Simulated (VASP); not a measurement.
An input for Quantum ESPRESSO's pw.x (written as the equivalent of a VASP run, and not itself run):

```
&CONTROL
  calculation = 'scf'
  pseudo_dir = './pseudo'
  outdir = './out'
  tprnfor = .true.
  tstress = .true.
/
&SYSTEM
  ibrav = 0
  nat = 2
  ntyp = 2
  ecutwfc = 110
  occupations = 'smearing'
  smearing = 'fermi-dirac'
  degauss = 0.00735
  input_dft = 'pbesol'
/
&ELECTRONS
  conv_thr = 7.3e-08
  electron_maxstep = 100
/
ATOMIC_SPECIES
  La 138.905 La.upf
  In 114.818 In.upf
CELL_PARAMETERS angstrom
     3.9540800    0.0000000    0.0000000
     0.0000000    3.9540800    0.0000000
     0.0000000    0.0000000    3.9540800
ATOMIC_POSITIONS crystal
  La   0.5028000  0.4972370  0.5045960
  In  -0.0028000  0.0027630 -0.0045960
K_POINTS automatic
  4 4 4 0 0 0
```

Task: Translate this input to VASP (INCAR, KPOINTS, POSCAR, choice of POTCAR).

Result: Several could match; the one computed here: 
INCAR:
```
# general
SYSTEM   =  LaIn
PREC     =  Accurate
ENCUT    =  300
LREAL    =  .FALSE.
LASPH    =  .TRUE.

# electronic loop
EDIFF    =  1E-6
NELM     =  100
ALGO     =  Normal
LMAXMIX  =  6

# smearing
ISMEAR   =  -1
SIGMA    =  0.1

# functional
GGA      =  PS

# ions
ISIF     =  2

# output
LWAVE    =  .FALSE.
LCHARG   =  .FALSE.
```

**KPOINTS**
```
Automatic mesh
0
Gamma
4 4 4
0 0 0
```

POSCAR:
```
LaIn
1
    3.9540800000     0.0000000000     0.0000000000
    0.0000000000     3.9540800000     0.0000000000
    0.0000000000     0.0000000000     3.9540800000
La In
1 1
Direct
  0.5028000000   0.4972370000   0.5045960000
 -0.0028000000   0.0027630000  -0.0045960000
```

POTCAR, in this order: La In_d (PBE.64 set). Program: vasp_std.

The two are equivalent in intent, not identical: the potentials are each code's own (VASP's PAW set, PseudoDojo norm-conserving files in pw.x), so ENCUT and ecutwfc are chosen apart and not converted; conv_thr bounds pw.x's estimated SCF error, while EDIFF bounds the energy change between steps.

The structure comes from a computed database's LaIn entry; how it stands against other phases isn't given here. The cell was not relaxed at this level. The k-mesh is coarse (spacing up to 0.40 per Å, 2π included), so the numbers may not be converged in it. The run is one of a series of settings (KPOINTS 4×4×4 Γ-centred mesh against the base run), some of them coarse on purpose.
